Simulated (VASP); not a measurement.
Input:

```
CELL_PARAMETERS angstrom
      2.83983     0.00000     0.00000
      0.00000     2.83983     0.00000
      0.00000     0.00000     2.83983
ATOMIC_POSITIONS crystal
  Al 0.50000 0.50000 0.51761
  Fe 0.00000 0.00000 0.00000
```

Method: PBEsol GGA, VASP's PBE PAW potentials (set 64) (plane waves; VASP). Settings: 480 eV cut-off, 12×12×12 Γ-centred mesh, first-order Methfessel-Paxton smearing of 0.10 eV, potentials Al Fe.

Question: Which forces act on the atoms, in eV/Å?

Answer: 
```tsv
atom	Fx	Fy	Fz
Al1	0.000	0.000	-0.442
Fe2	0.000	0.000	0.442
```

Question: Give the stress tensor in GPa (positive for a compressed cell).

Answer: 
```
0.41  0.00  0.00
0.00  0.41  0.00
0.00  0.00  0.19
```
The pressure is its mean diagonal, 0.33 GPa.

The compound is FeAl in the CsCl type structure. This cell was strained or had an atom moved on purpose. The run is not spin-polarised, so no magnetic state was tried. The electron count is odd and the run is not spin-polarised, which forces a metal.
